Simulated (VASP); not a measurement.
**A VASP study of Bi2Te2Se (r2SCAN): structure first, properties next**

What structure and properties does r2SCAN give Bi2Te2Se, and how near are they to the measured ones? The steps: relaxing cell and atoms (r2SCAN), density, ELF and potential (r2SCAN), bands along the symmetry lines (r2SCAN), total and projected DOS (r2SCAN) and zone-centre phonons (r2SCAN). The start is a computed cell from the Materials Project.

Main program and level: VASP 6.6.1; r2SCAN; plane waves and PAW (Bi_d, Te, Se).

The experiments to compare with:

“Low carrier concentration crystals of the topological insulator Bi2Te2Se” (2011, arxiv:1112.1648) reports for Bi2Te2Se, tetradymite-type, ordered Te/Se layers, by powder XRD, Rietveld refinement (ground Bridgman-Stockbarger crystal, slight Te/Se mixing, 300 K): lattice constant a (hexagonal setting a) 4.3067 ± 0.0001 Å [room-temperature value; ground Bridgman-Stockbarger crystal with a few percent Te/Se site …]; lattice constant c (hexagonal setting c) 30.0509 ± 0.0013 Å [room-temperature value; ground Bridgman-Stockbarger crystal with a few percent Te/Se site …].

Most raw output is cut from this account.

**1. Starting point**

Before any relaxation, the start is as follows. Symmetry: R-3m, No. 166, trigonal system. Conventional cell: a = 4.322 Å, b = 4.322 Å, c = 31.757 Å, α = 90.00°, β = 90.00°, γ = 120.00°. Nearest to Bi lie 3 Te at 3.05 Å and 3 Se at 3.11 Å. Te has 3 Bi at 3.05 Å nearest. Nearest to Se lie 6 Bi at 3.11 Å. Farther neighbours and most contacts between anions are not listed.

**2. Relaxing cell and atoms (r2SCAN)**

The start need not lie at this functional's minimum. ISIF = 3 frees volume, shape and positions, and EDIFFG sets the threshold on forces and stress at which the search stops. r2SCAN adds the kinetic-energy density, costs more than a GGA and is run with LASPH.

INCAR

```
SYSTEM = Bi2Te2Se
PREC = Accurate
ENCUT = 400
EDIFF = 1E-06
NELM = 100
ISMEAR = 0
SIGMA = 0.05
LREAL = .FALSE.
ALGO = Normal
METAGGA = R2SCAN
LASPH = .TRUE.
NBANDS = 30
LORBIT = 11
LWAVE = .FALSE.
LCHARG = .FALSE.
KPAR = 4
IBRION = 2
NSW = 60
ISIF = 3
EDIFFG = -0.01
```

POSCAR

```
Bi2Te2Se
1.0
    2.1609687617      1.2476358963     10.5855712543
   -2.1609687617      1.2476358963     10.5855712543
    0.0000000000     -2.4952717926     10.5855712543
Bi Te Se
2 2 1
Direct
    0.6082787600      0.6082787600      0.6082787600
    0.3917212400      0.3917212400      0.3917212400
    0.2195951300      0.2195951300      0.2195951300
    0.7804048700      0.7804048700      0.7804048700
    0.0000000000      0.0000000000      0.0000000000
```

KPOINTS

```
Automatic mesh
0
Gamma
6 6 6
0 0 0
```

The projector-augmented-wave data sets are Bi_d, Te and Se (PBE family, release 64).

Launch:

```console
> mpirun -np 4 vasp_std
```

Wall time 27 min (4 MPI ranks of AMD EPYC 7R43, shared host); peak memory 3.6 GiB.

The gap is read on the k-mesh alone, so it is an upper bound where the band edges lie off the mesh. The bonds form layers, held to each other by dispersion, which r2SCAN holds only at short range, so the spacing between them may come out too wide. The PAW data sets were made with PBE, which is usual practice but a small mismatch for other functionals. The run keeps the 12 symmetry operations of its start, so it cannot find a distortion of lower symmetry.

Little changed from the start: no atom moved by 0.005 Å and no cell edge by 0.1 %.

Numbers from this step:

```yaml
electrons: 48
bands: 30
irreducible_k_points: 32
symmetry_operations: 12
free_energy_toten: -183.8493 eV
fermi_energy: 4.895 eV
pressure: 0.01275 GPa
metallic: no
valence_top_at_k: 0, 0, 0
conduction_bottom_at_k: 0, 0, 0
least_direct_gap_at_k: 0, 0, 0
scf_cycles_over_all_ionic_steps: 24
gap_on_the_k_mesh: 0.7157 eV
least_direct_gap_on_the_k_mesh: 0.7157 eV
```

It ends with a largest force of 0.009 eV/Å and a pressure of 0.01 GPa.

**3. Density, ELF and potential (r2SCAN)**

A single point on the relaxed cell gives a clean self-consistent state, with density, ELF and potential written out.

INCAR, as its differences from that of step 2:

```diff
@@ -14,7 +14,5 @@
 LWAVE = .FALSE.
-LCHARG = .FALSE.
-KPAR = 4
-IBRION = 2
-NSW = 60
-ISIF = 3
-EDIFFG = -0.01
+LCHARG = .TRUE.
+ISIF = 2
+LELF = .TRUE.
+LVHAR = .TRUE.
```

POSCAR

```
Bi2Te2Se
1.0
    2.1619484089      1.2482014959     10.5829682072
   -2.1619484089      1.2482014959     10.5829682072
    0.0000000000     -2.4964029917     10.5829682072
Bi Te Se
2 2 1
Direct
    0.6081859505      0.6081859505      0.6081859505
    0.3918140495      0.3918140495      0.3918140495
    0.2196261693      0.2196261693      0.2196261693
    0.7803738307      0.7803738307      0.7803738307
    0.0000000000      0.0000000000      0.0000000000
```

KPOINTS is that of step 2.

Launch:

```console
> mpirun -np 4 vasp_std
```

Run time: 16 min. Hardware: 4 MPI ranks; peak memory 1.4 GiB; 61 min of CPU time.

This step gave:

| Item | Value |
| --- | --- |
| SCF cycles | 14 |
| bands | 32 |
| free energy (TOTEN) | -183.8494 eV |
| Fermi energy | 4.935 eV |
| pressure | 0.01146 GPa |
| gap on the k-mesh | 0.7156 eV |
| least direct gap on the k-mesh | 0.7156 eV |

Valence electrons inside each PAW sphere by angular momentum. Sphere charges, by row:

| atom | s (e) | p (e) | d (e) | tot (e) |
| --- | --- | --- | --- | --- |
| Bi1 | 1.579 | 1.08 | 9.943 | 12.6 |
| Bi2 | 1.579 | 1.08 | 9.943 | 12.6 |
| Te3 | 1.399 | 1.97 | 0.021 | 3.39 |
| Te4 | 1.399 | 1.97 | 0.021 | 3.39 |
| Se5 | 1.47 | 2.359 | 0.019 | 3.849 |

Electrostatic potential energy in the ac plane of the conventional cell at fractional y = 0.000, with atoms of Bi and Te and Se within 0.2 Å of it. With pseudopotentials it is smooth inside the atoms' cores, unlike the true potential.

Values in eV, 24 rows by 14 columns, each cell a mean:
```
-23 -23 -13  -1   1   2   1   1   1   2   1  -5 -19 -24
  3   3   3   2   0  -1  -3  -3  -2  -1   1   2   3   3
  4   4   4   3   2   0  -2  -2  -1   1   2   3   4   4
  4   4   4   4   4   3   3   3   3   4   4   4   4   4
-34 -28 -14  -2   2   4   4   4   4   3   1  -6 -21 -32
-67 -61 -39 -11  -1   2   2   2   2   1  -4 -22 -52 -65
  1   1   2   1   0  -2  -3  -3  -2  -1   1   2   2   1
  4   4   4   3   3   2   1   0   1   2   3   3   4   4
-25 -19  -9  -2   1   2   2   2   2   2   0  -4 -14 -23
-74 -70 -47 -15  -2   1   2   3   2   0  -6 -28 -60 -73
 -4  -2   0   1   1   0  -1  -1   0   1   1   1  -1  -3
  5   5   4   4   4   3   3   3   3   4   4   4   4   5
  4   4   4   4   4   3   2   2   2   3   4   4   4   4
-11  -7  -2   0   1   0  -1  -1   0   1   1  -1  -5  -9
-78 -73 -49 -16  -2   1   3   3   2   0  -6 -30 -64 -77
-15 -11  -4   0   2   2   2   2   2   2   1  -1  -7 -13
  4   4   4   3   2   1   0   0   1   2   3   3   4   4
 -2  -1   1   1   0  -1  -3  -3  -2  -1   1   1   0  -1
-74 -69 -45 -13  -1   2   3   3   3   1  -4 -26 -59 -73
-23 -17  -7   0   3   4   4   5   4   4   2  -2 -12 -21
  5   4   4   4   4   3   2   2   2   3   4   4   4   5
  4   4   4   3   2   0  -2  -2  -1   1   2   3   4   4
  3   3   3   2   0  -2  -3  -3  -2  -1   1   2   3   3
-25 -28 -18  -3   1   2   2   2   2   2   0  -8 -25 -27
```
Columns run along a (4.3 Å; values clipped at the 3rd and 97th percentile), rows up along c (31.7 Å), edges of the conventional cell, whose origin can differ from the input's. Atoms in or near the plane, at fractional coordinates: Bi at (0.00, 0.61), Bi at (0.00, 0.39), Te at (0.00, 0.22), Te at (0.00, 0.78), Se at (0.00, 0.00).

ELF in the ac plane of the conventional cell at fractional y = 0.000, with atoms of Bi and Te and Se within 0.2 Å of it. It is the smooth field of the valence electrons, not physical close to the nuclei.

Values, 24 rows by 14 columns, each cell a mean:
```
0.72 0.76 0.73 0.61 0.41 0.23 0.16 0.16 0.18 0.30 0.51 0.68 0.76 0.74
0.15 0.13 0.11 0.15 0.24 0.34 0.39 0.40 0.37 0.30 0.19 0.12 0.12 0.14
0.02 0.04 0.13 0.34 0.55 0.69 0.75 0.76 0.73 0.63 0.46 0.23 0.08 0.03
0.16 0.13 0.11 0.15 0.27 0.40 0.50 0.52 0.46 0.34 0.21 0.12 0.12 0.15
0.84 0.84 0.81 0.71 0.52 0.26 0.06 0.04 0.13 0.38 0.62 0.76 0.83 0.84
0.62 0.72 0.80 0.80 0.68 0.43 0.19 0.14 0.28 0.56 0.75 0.81 0.77 0.66
0.39 0.37 0.33 0.28 0.26 0.28 0.30 0.31 0.29 0.27 0.27 0.30 0.35 0.38
0.03 0.04 0.07 0.15 0.29 0.42 0.49 0.50 0.46 0.37 0.23 0.11 0.05 0.03
0.40 0.39 0.35 0.28 0.29 0.37 0.46 0.48 0.42 0.33 0.27 0.31 0.37 0.39
0.39 0.35 0.48 0.45 0.33 0.26 0.23 0.23 0.23 0.29 0.38 0.50 0.42 0.34
0.21 0.21 0.25 0.38 0.56 0.68 0.73 0.74 0.72 0.63 0.48 0.31 0.22 0.21
0.02 0.02 0.06 0.16 0.28 0.38 0.43 0.44 0.41 0.34 0.23 0.11 0.04 0.02
0.02 0.03 0.08 0.20 0.35 0.46 0.52 0.53 0.50 0.42 0.29 0.14 0.05 0.02
0.26 0.26 0.28 0.38 0.53 0.64 0.70 0.71 0.68 0.60 0.46 0.32 0.26 0.26
0.38 0.35 0.50 0.47 0.32 0.22 0.18 0.18 0.19 0.26 0.38 0.51 0.43 0.33
0.36 0.34 0.29 0.25 0.31 0.43 0.53 0.55 0.49 0.37 0.27 0.26 0.31 0.35
0.03 0.03 0.06 0.14 0.26 0.37 0.43 0.45 0.41 0.32 0.20 0.10 0.05 0.03
0.48 0.46 0.42 0.36 0.31 0.29 0.29 0.30 0.29 0.29 0.33 0.39 0.44 0.47
0.61 0.72 0.82 0.82 0.72 0.45 0.17 0.12 0.28 0.59 0.78 0.83 0.78 0.66
0.82 0.80 0.74 0.62 0.43 0.20 0.06 0.04 0.11 0.31 0.52 0.68 0.78 0.82
0.09 0.07 0.08 0.17 0.34 0.49 0.59 0.61 0.55 0.43 0.26 0.12 0.07 0.08
0.02 0.04 0.13 0.32 0.52 0.65 0.72 0.73 0.69 0.60 0.43 0.22 0.08 0.03
0.22 0.20 0.16 0.15 0.22 0.31 0.36 0.37 0.34 0.27 0.18 0.14 0.17 0.21
0.70 0.77 0.79 0.68 0.47 0.24 0.14 0.13 0.16 0.34 0.58 0.75 0.79 0.73
```
Columns run along a (4.3 Å), rows up along c (31.7 Å), edges of the conventional cell, whose origin can differ from the input's. Atoms in or near the plane, at fractional coordinates: Bi at (0.00, 0.61), Bi at (0.00, 0.39), Te at (0.00, 0.22), Te at (0.00, 0.78), Se at (0.00, 0.00).

Valence density in the ac plane of the conventional cell at fractional y = 0.000, with atoms of Bi and Te and Se within 0.2 Å of it. It is the smooth field of the valence electrons, not physical close to the nuclei.

Values in units of 1e0 e/Å³, 24 rows by 14 columns, each cell a mean:
```
0.5 0.5 0.5 0.3 0.2 0.1 0.1 0.1 0.1 0.1 0.2 0.4 0.5 0.5
0.1 0.1 0.1 0.1 0.1 0.2 0.3 0.3 0.2 0.2 0.1 0.1 0.1 0.1
0.0 0.0 0.0 0.1 0.1 0.2 0.3 0.3 0.3 0.2 0.1 0.1 0.0 0.0
0.0 0.0 0.0 0.0 0.1 0.1 0.1 0.1 0.1 0.1 0.0 0.0 0.0 0.0
0.3 0.3 0.3 0.2 0.1 0.1 0.0 0.0 0.0 0.1 0.2 0.3 0.3 0.3
0.0 0.3 0.5 0.4 0.2 0.1 0.1 0.1 0.1 0.2 0.3 0.4 0.4 0.1
0.1 0.1 0.1 0.1 0.1 0.2 0.2 0.2 0.2 0.2 0.1 0.1 0.1 0.1
0.0 0.0 0.0 0.1 0.1 0.2 0.2 0.2 0.2 0.1 0.1 0.1 0.0 0.0
1.2 0.8 0.4 0.2 0.1 0.1 0.1 0.1 0.1 0.1 0.2 0.3 0.6 1.0
6.7 4.4 1.8 0.6 0.2 0.1 0.1 0.1 0.1 0.2 0.3 1.0 2.9 5.7
0.2 0.2 0.1 0.1 0.2 0.2 0.2 0.2 0.2 0.2 0.1 0.1 0.2 0.2
0.0 0.0 0.0 0.0 0.1 0.1 0.1 0.1 0.1 0.1 0.0 0.0 0.0 0.0
0.0 0.0 0.0 0.0 0.1 0.1 0.1 0.1 0.1 0.1 0.1 0.0 0.0 0.0
0.4 0.3 0.2 0.2 0.2 0.2 0.2 0.2 0.2 0.2 0.2 0.2 0.3 0.4
7.0 4.6 1.9 0.6 0.2 0.1 0.1 0.1 0.1 0.1 0.3 1.0 3.0 6.0
0.6 0.5 0.3 0.2 0.1 0.1 0.2 0.2 0.2 0.1 0.1 0.2 0.3 0.6
0.0 0.0 0.0 0.1 0.1 0.2 0.2 0.2 0.2 0.1 0.1 0.1 0.0 0.0
0.2 0.2 0.2 0.1 0.1 0.2 0.2 0.2 0.2 0.2 0.1 0.2 0.2 0.2
0.0 0.3 0.5 0.4 0.2 0.1 0.1 0.1 0.1 0.2 0.3 0.5 0.4 0.1
0.3 0.3 0.3 0.2 0.1 0.0 0.0 0.0 0.0 0.1 0.1 0.2 0.3 0.3
0.0 0.0 0.0 0.0 0.1 0.1 0.1 0.1 0.1 0.1 0.1 0.0 0.0 0.0
0.0 0.0 0.0 0.1 0.1 0.2 0.3 0.3 0.3 0.2 0.1 0.1 0.0 0.0
0.1 0.1 0.1 0.1 0.1 0.2 0.2 0.3 0.2 0.2 0.1 0.1 0.1 0.1
0.4 0.6 0.6 0.4 0.2 0.1 0.1 0.1 0.1 0.1 0.2 0.5 0.6 0.5
```
Columns run along a (4.3 Å), rows up along c (31.7 Å), edges of the conventional cell, whose origin can differ from the input's. Atoms in or near the plane, at fractional coordinates: Bi at (0.00, 0.61), Bi at (0.00, 0.39), Te at (0.00, 0.22), Te at (0.00, 0.78), Se at (0.00, 0.00).

In this run the pressure is 0.01 GPa, small enough to go on.

**4. Bands along the symmetry lines (r2SCAN)**

Levels along the symmetry lines show where the bands peak and cross; KPOINTS_OPT computes them in the converged potential.

INCAR, as its differences from that of step 3:

```diff
@@ -11,8 +11,6 @@
 LASPH = .TRUE.
-NBANDS = 30
+NBANDS = 39
 LORBIT = 11
 LWAVE = .FALSE.
-LCHARG = .TRUE.
-ISIF = 2
-LELF = .TRUE.
-LVHAR = .TRUE.
+LCHARG = .FALSE.
+KPAR = 4
```

POSCAR is that of step 3.

KPOINTS is that of step 3.

KPOINTS_OPT

```
Line mode
16
Line-mode
Reciprocal
  0.00000000   0.00000000   0.00000000 GAMMA
  0.50000000   0.00000000   0.00000000 L

  0.50000000   0.00000000   0.00000000 L
  0.50000000   0.17594058  -0.17594058 B1

  0.82405942   0.50000000   0.17594058 B
  0.50000000   0.50000000   0.50000000 Z

  0.50000000   0.50000000   0.50000000 Z
  0.00000000   0.00000000   0.00000000 GAMMA

  0.00000000   0.00000000   0.00000000 GAMMA
  0.33797029   0.00000000  -0.33797029 X

  0.66202971   0.33797029   0.00000000 Q
  0.50000000   0.50000000   0.00000000 F

  0.50000000   0.50000000   0.00000000 F
  0.66202971   0.66202971   0.17594058 P1

  0.66202971   0.66202971   0.17594058 P1
  0.50000000   0.50000000   0.50000000 Z

  0.50000000   0.00000000   0.00000000 L
  0.82405942   0.33797029   0.33797029 P
```

Launch:

```console
> mpirun -np 4 vasp_std
```

Wall time 51 min (4 MPI ranks).

The run was cut off at its time limit.

The self-consistent loop had finished, and the limit fell in the path of KPOINTS_OPT; fewer path points or more time would be the way on.

**5. Total and projected DOS (r2SCAN)**

Here the states are counted by energy and projected on the atoms. The mesh is finer than in the run before.

INCAR, as its differences from that of step 4:

```diff
@@ -5,3 +5,3 @@
 NELM = 100
-ISMEAR = 0
+ISMEAR = -5
 SIGMA = 0.05
@@ -16 +16,2 @@
 KPAR = 4
+NEDOS = 2001
```

POSCAR is that of step 4.

KPOINTS

```
Automatic mesh
0
Gamma
9 9 9
0 0 0
```

Launch:

```console
> mpirun -np 4 vasp_std
```

It took 39 min on 4 MPI ranks; peak memory 4.1 GiB.

Numbers from this step:

```
bands                          : 39
irreducible k-points           : 85
free energy (TOTEN)            : -183.8475 eV
Fermi energy                   : 4.651 eV
pressure                       : 0.03661 GPa
gap on the k-mesh              : 0.7141 eV
least direct gap on the k-mesh : 0.7141 eV
```

The density of states has structure finer than the step of the table below, so its rows give means over 1 eV, whole bins alone (the curve runs from -12.0 to 5.72 eV). Peaks (eV: height): total -1.2: 5.53, -1.0: 6.62, -0.6: 6.25, 2.3: 5.48; Te p -2.2: 1.21, -1.2: 1.50, -0.9: 1.82, -0.6: 1.77; Bi p -3.2: 0.863, 1.9: 1.53, 2.3: 1.67, 3.8: 1.58; Se p -3.2: 0.689, -1.0: 1.21, -0.6: 1.04, 3.8: 0.771; Bi s -11.4: 1.76, -9.9: 1.05, -0.6: 0.429.

States under -12.0 eV and over 5.7 eV are left out. Density of states against energy, zero at the valence-band top; means over each step; 7 of 8 lines; values in states/eV/cell:

| energy (eV) | total | Te p | Bi p | Se p | Bi s | Te s | Te d |
| --- | --- | --- | --- | --- | --- | --- | --- |
| -11 | 1.60 | 0.0153 | 0.0140 | 0.00543 | 0.585 | 0.406 | 0.00141 |
| -10 | 2.48 | 0.0166 | 0.0289 | 0.0117 | 0.716 | 1.01 | 0.00183 |
| -9 | 1.34 | 0.00889 | 0.0122 | 0.0104 | 0.480 | 0.464 | 7.2e-4 |
| -8 | 0.131 | 0.00113 | 5.5e-4 | 3.7e-4 | 0.0519 | 0.0388 | 0 |
| -7 | 0 | 0 | 0 | 0 | 0 | 0 | 0 |
| -6 | 0 | 0 | 0 | 0 | 0 | 0 | 0 |
| -5 | 0.867 | 0.0844 | 0.146 | 0.124 | 4.4e-4 | 0.00959 | 0.00152 |
| -4 | 2.41 | 0.288 | 0.401 | 0.351 | 0.00951 | 0.0179 | 0.00517 |
| -3 | 4.58 | 0.806 | 0.718 | 0.527 | 0.0327 | 0.0454 | 0.0103 |
| -2 | 3.93 | 0.962 | 0.555 | 0.330 | 0.0416 | 0.0351 | 0.0101 |
| -1 | 5.25 | 1.45 | 0.200 | 0.861 | 0.177 | 0.0195 | 0.00810 |
| 0 | 0.911 | 0.276 | 0.0344 | 0.120 | 0.0664 | 0.00454 | 8.3e-4 |
| 1 | 0.347 | 0.0457 | 0.0972 | 0.00261 | 0.00517 | 0.0107 | 0.00355 |
| 2 | 4.17 | 0.663 | 1.25 | 0.0457 | 0.0246 | 0.0617 | 0.0532 |
| 3 | 3.57 | 0.493 | 1.13 | 0.255 | 0.0208 | 0.0505 | 0.0565 |
| 4 | 3.42 | 0.381 | 0.965 | 0.503 | 0.00784 | 0.0371 | 0.0682 |
| 5 | 1.93 | 0.129 | 0.200 | 0.127 | 0.00263 | 0.00628 | 0.0674 |

The gap on this mesh is 0.71 eV. In the top eV of the valence band the largest shares in the PAW spheres are Te p 29 %, Se p 16 % and Bi s 6 %; in the lowest eV of the conduction band, Bi p 29 % and Te p 14 %. The rest lies in smaller channels or between the spheres.

**6. Zone-centre phonons (r2SCAN)**

Zone-centre modes test whether the atoms sit at a minimum within this cell. IBRION = 6 takes the force constants from differences of forces between displaced cells, so the forces must be tight.

INCAR

```
SYSTEM = Bi2Te2Se
PREC = Accurate
ENCUT = 400
EDIFF = 1E-08
NELM = 100
ISMEAR = 0
SIGMA = 0.05
LREAL = .FALSE.
ALGO = Normal
METAGGA = R2SCAN
LASPH = .TRUE.
NBANDS = 30
LORBIT = 11
LWAVE = .FALSE.
LCHARG = .FALSE.
KPAR = 4
IBRION = 6
NFREE = 2
POTIM = 0.015
ISIF = 2
NSW = 1
```

POSCAR is that of step 5.

KPOINTS

```
Automatic mesh
0
Gamma
6 6 6
0 0 0
```

Launch:

```console
> mpirun -np 4 vasp_std
```

Run time: 35 min. Hardware: 4 MPI ranks.

The run was stopped at its time limit, by a STOPCAR file.

More ranks or a longer limit would be the way on.

**7. What came out**

| Property | Result |
| --- | --- |
| relaxed volume | 34.27 Å³/atom |
| relaxed conventional cell a, b, c | 4.324, 4.324, 31.749 Å; angles 90.0, 90.0, 120.0° |
| space group after relaxing, within 0.02 Å | R-3m (No. 166) |
| gap among the points of the DOS mesh alone, an upper bound | 0.714 eV |

**Reading.** With r2SCAN, Bi2Te2Se relaxes to 34.27 Å³/atom in space group R-3m (held by the symmetry of the run). Not obtained: bands along the symmetry lines (r2SCAN), because the run hit its time limit. Not obtained: zone-centre phonons (r2SCAN), because the run hit its time limit. Spin-orbit coupling is left out, and with elements this heavy it would split and shift bands near the edges, and it can change the kind of a small gap. The bonds form layers, and without a dispersion term the spacing between them, and what depends on it, is unreliable. No search among competing phases was made, and a listed structure need not be the one stable at ambient conditions. All values are for a static lattice at zero temperature.

Comparison with the measured values:

```
              quantity  measured           r2SCAN
lattice constant a (Å)    4.3067   4.324 (+0.4 %)
lattice constant c (Å)   30.0509  31.749 (+5.7 %)
```

Measured values from arxiv:1112.1648 (2011).

How well it matches: The lattice constant a is off by +0.4 %: good agreement. The lattice constant c is off by +5.7 %: a clear miss. The grades are ours: good and fair within 0.7 and 1.5 % for the lattice constant a and 0.8 and 2 % for the lattice constant c. For lattice constants the calculation has a static lattice, without zero-point motion or thermal expansion (measured at up to 300 K). As a rule both would widen the computed cell, so the excess over experiment is if anything larger than shown.

[Lines on the potential files, build, host, timing and source positions are cut from VASP's logs without a mark.]

[Logs are printed without paths, hosts, clocks, repeated set-up lines and the standing remarks that a program may print on its own settings, such as how far it seeks lower states.]

[Hosts, paths, dates, database ids (printed as entryN), source tags and the programs' standing remarks are cut or masked in the printed files.]

[A measured line is paired with the nearest computed mode of its activity, which favours agreement.]
